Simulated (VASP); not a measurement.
A run of VASP 6.6.1 is set up as follows.

The input INCAR:

```
SYSTEM = Ru
ALGO = Normal
DIPOL = 0.5 0.5 0.500
EDIFF = 1E-7
ENCUT = 520
ICORELEVEL = 1
IDIPOL = 3
ISIF = 2
ISMEAR = 1
KPAR = 4
LASPH = .TRUE.
LCHARG = .FALSE.
LDIPOL = .TRUE.
LREAL = .FALSE.
LVACPOTAV = .TRUE.
LVHAR = .TRUE.
LWAVE = .FALSE.
NELM = 80
PREC = Accurate
SIGMA = 0.1
```

The input KPOINTS:

```
k-points
0
G
  15 15 1
  0 0 0
```

Contents of POSCAR:

```
Ru
1.0
    2.6745381300      0.0000000000      0.0000000000
   -1.3372689400      2.3162178900      0.0000000000
    0.0000000000      0.0000000000     27.7052700000
Ru
7
Direct
    0.3333330000      0.6666660000      0.2707066200
    0.6666670000      0.3333340000      0.3471377500
    0.3333330000      0.6666660000      0.4235688700
    0.6666670000      0.3333340000      0.5000000000
    0.3333330000      0.6666660000      0.5764311300
    0.6666670000      0.3333340000      0.6528622500
    0.3333330000      0.6666660000      0.7292933800
```

Potentials or basis: VASP PAW LDA potentials, release 64 (Ru_pv).

Run with:

```bash
$ cat potpaw_LDA.64/Ru_pv/POTCAR > POTCAR
$ mpirun -np 4 vasp_std > vasp.out
```

Question: What does it give for the largest force?

Answer: 0.851 eV/Å.

Question: Estimate the band gap on the k mesh.

Answer: None (metal or under the smearing width).

Question: Predict the work function of the upper face.

Answer: 5.47 eV.

Forces in eV/Å, atoms in the order of the input:
```
Ru   0.000  0.000  0.851
Ru   0.000  0.000 -0.735
Ru   0.000  0.000 -0.237
Ru   0.000  0.000  0.000
Ru   0.000  0.000  0.237
Ru   0.000  0.000  0.735
Ru   0.000  0.000 -0.851
```
